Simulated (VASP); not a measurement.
A VASP calculation is set up with these files.

**KPOINTS**
```
kpoints
0
gamma
6 6 4
```

**POSCAR**
```
AgI
1
    2.2950000000    -3.9750570000     0.0000000000
    2.2950000000     3.9750570000     0.0000000000
    0.0000000000     0.0000000000     7.5100000000
Ag I
2 2
Direct
  0.6666670000   0.3333330000   0.5000000000
  0.3333330000   0.6666670000   0.0000000000
  0.6666670000   0.3333330000   0.8750000000
  0.3333330000   0.6666670000   0.3750000000
```

**INCAR**
```
ALGO = Normal
EDIFF = 1E-7
ENCUT = 520
GGA = PE
ISIF = 2
ISMEAR = -5
IVDW = 12
LASPH = T
LCHARG = T
LEFG = T
LMAXMIX = 4
LORBIT = 11
LREAL = F
LWAVE = F
NEDOS = 601
NELM = 100
PREC = Accurate
SYSTEM = AgI
```

POTCAR, in this order: Ag I (PBE.64 set). Program: vasp_std.

### Question
Write an equivalent input for Ansatz.

### Answer
One equivalent input (not run):
Ansatz 0.2 input:
```yaml
crystal:
  lattice:
    - [2.2950000, -3.9750570, 0.0000000]
    - [2.2950000, 3.9750570, 0.0000000]
    - [0.0000000, 0.0000000, 7.5100000]
  atoms:
    - { symbol: Ag, position: [0.6666670, 0.3333330, 0.5000000] }
    - { symbol: Ag, position: [0.3333330, 0.6666670, 0.0000000] }
    - { symbol: I, position: [0.6666670, 0.3333330, 0.8750000] }
    - { symbol: I, position: [0.3333330, 0.6666670, 0.3750000] }
kpoints:
  mp_grid: { grid: [6, 6, 4] }
hamiltonian:
  xc: pbe
  dispersion: d3bj
  pseudopotentials: { kind: paw }
scf:
  occupations: { method: tetrahedron }
  max_iter: 100
output: { forces: true, stress: true, eigenvalues: true }
```
What does not carry over: each code has its own PAW files, so the cut-off isn't converted (ENCUT is set for VASP's; basis.ecutwfc is left out, and Ansatz then takes the one that its files recommend); Ansatz stops its SCF on the density residual and VASP on the energy change (EDIFF); the field gradients of LEFG aren't asked of the other code.

The compound is AgI in the wurtzite structure. The cell was not relaxed at this level.
